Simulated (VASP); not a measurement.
Consider the following.

```yaml
crystal:
  lattice:
    - [0.00000, 2.78561, 2.78561]
    - [2.78561, 0.00000, 2.78561]
    - [2.78561, 2.78561, 0.00000]
  atoms:
    - { symbol: Ca, position: [0.00000, 0.00000, 0.00000] }
    - { symbol: S, position: [0.50000, 0.50000, 0.50000] }
```

Calculation: LDA (Ceperley-Alder, Perdew-Zunger), VASP's LDA PAW potentials (set 64) (plane waves; VASP 6.6.1). Numerical set-up: 400 eV cut-off, 9×9×9 Γ-centred mesh, tetrahedra with Blöchl corrections, potentials Ca_sv S.

Problem. What does the run give for the energy per atom (σ→0)?

Solution. 
```
Property                        Value
---------------------  --------------
energy per atom (σ→0)  -5.717 eV/atom
```

The compound is CaS in the rock salt structure. It was relaxed first, which changed the volume by -6 %.
